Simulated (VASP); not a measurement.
Computed with PBE GGA, VASP's PBE PAW potentials (set 64) (plane waves; VASP).

A VASP calculation is set up with these files.

**KPOINTS**
```
Automatic mesh
0
Gamma
11 11 6
0 0 0
```

### POSCAR
```
Tb
3.60180
  0.4954750403  -0.8686220778   0.0000000000
  0.4954750403   0.8686220778   0.0000000000
  0.0000000000   0.0000000000   1.5598936643
Tb
2
Cartesian
  0.4954750403   0.2895412717   0.3899734161
  0.5029904057  -0.2895412717   1.1699202482
```

INCAR:
```
ALGO = Normal
EDIFF = 1E-6
ENCUT = 400
GGA = PE
ISIF = 2
ISMEAR = 1
LASPH = T
LCHARG = F
LMAXMIX = 6
LREAL = F
LWAVE = F
NELM = 100
PREC = Accurate
SIGMA = 0.3
SYSTEM = Tb
```

POTCAR, in this order: Tb_3 (PBE.64 set). Program: vasp_std.

The 4f electrons are frozen in the core of the lanthanide potential, so 4f levels, which can set the real gap, and their magnetism are missing.

Problem. Estimate the energy per atom (σ→0), pressure, band gap (on the k-mesh).

Solution. 
| Quantity | Result |
|---|---|
| energy per atom (σ→0) | -4.553 eV/atom |
| band gap (on the k-mesh) | none (metal, semimetal or under 0.01 eV) |
| pressure | 1.34 GPa |

File OSZICAR:
```
...
DAV:   6    -0.910027273788E+01   -0.27679E-02   -0.21071E-02  7302   0.123E+00    0.143E+01
DAV:   7    -0.910953414439E+01   -0.92614E-02   -0.38888E-02  7365   0.168E+00    0.221E-01
DAV:   8    -0.910922373796E+01    0.31041E-03   -0.21411E-03  7179   0.377E-01    0.614E-02
DAV:   9    -0.910922919850E+01   -0.54605E-05   -0.21257E-04  7789   0.115E-01    0.321E-02
DAV:  10    -0.910922286368E+01    0.63348E-05   -0.30967E-05  7139   0.414E-02    0.379E-02
DAV:  11    -0.910922391662E+01   -0.10529E-05   -0.41368E-06  6899   0.154E-02    0.105E-03
DAV:  12    -0.910922416181E+01   -0.24520E-06   -0.28362E-07  3682   0.477E-03
   1 F= -.91092242E+01 E0= -.91053649E+01  d E =-.115779E-01
```

The compound is Tb in the hcp structure. The cell was not relaxed at this level, atoms are displaced from their ideal sites. The run is one of a series of settings (SIGMA = 0.3 against the base run), some of them coarse on purpose.
